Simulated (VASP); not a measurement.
Crystal: HoO.

```
Ho O
1.0
     3.06403    0.00000    0.00000
    -1.53202    2.65353    0.00000
     0.00000    0.00000    2.99034
Ho O
1 1
Direct
  0.00000 0.00000 0.00000
  0.66667 0.33333 0.50000
```

The cell comes from a database or a generator and needn't be the stable form of this composition.

Base run:

- Program: VASP 6.6.1
- Functional: r2SCAN
- Potentials or basis: VASP PAW PBE potentials, release 64 (Ho, O)
- Cutoff: 520 eV
- k mesh: 7 × 7 × 6
- Occupations: gaussian, width 0.05 eV
- Spin: collinear spin, ferromagnetic start
- Starting moments: [4.0, 0.0] μB
- Fixed moment: 3 μB
- Hubbard terms: Ho f U = 4 eV

Its results: pressure 35.3 GPa; net moment 3.00 μB per cell; site moments Ho +3.42; O -0.06 μB.

Question: The run is repeated on the same cell with these changes: fixed moment from 3 μB to none; further incar settings from ALGO = Normal; EDIFF = 1e-07; NBANDS = 24 to ALGO = Normal; EDIFF = 1e-06; NBANDS = 24. What comes out?

Answer: Pressure 33.2 GPa; net moment 4.82 μB per cell; site moments Ho +4.36; O +0.00 μB.

Caveats: the magnetic or orbital state may not be the lowest; a pressure of tens of GPa on the cell as given is suspect, and the run, the potentials or the cell itself is likely at fault; the PAW data sets were made with another functional, which shifts forces and pressure a little; the total moment is fixed, so each spin has its own Fermi level (some runs).
